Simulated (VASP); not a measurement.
Given:

```
PtP
1.0
    0.00000     2.65071     2.65071
    2.65071     0.00000     2.65071
    2.65071     2.65071     0.00000
Pt P
1 1
Direct
  0.00000   0.00000   0.00000
  0.25000   0.25000   0.25000
```

The numbers are results of PBEsol GGA, VASP's PBE PAW potentials (set 64) (plane waves; VASP), not measurements. Numerical set-up: 400 eV cut-off, Gaussian smearing of 0.050 eV, potentials Pt P.

Problem. Give the energies of bands 2 to 10 at the high-symmetry points, in eV from the Fermi level.

Solution. 
```
band      Γ      X      U      L      W
----  -----  -----  -----  -----  -----
2     -6.30  -7.25  -6.70  -6.23  -6.23
3     -6.30  -4.73  -5.08  -5.88  -5.89
4     -6.30  -4.73  -4.99  -5.88  -5.04
5     -3.90  -3.79  -4.47  -3.62  -4.03
6     -3.90  -3.25  -3.66  -3.62  -3.16
7      3.14  -3.01  -2.54  -3.18  -2.92
8      4.12  -1.13  -1.28   1.61  -1.82
9      4.12  -1.13   0.00   1.61  -0.02
10     4.12   5.79   5.83   4.19   7.15
```

It has no gap at this level: it comes out as a metal or semimetal.

The structure was generated: PtP was put into the zinc blende type (F-43m), which need not be its known phase. It was relaxed first, which changed the volume by -16 %. The electron count is odd and the run is not spin-polarised, which forces a metal.
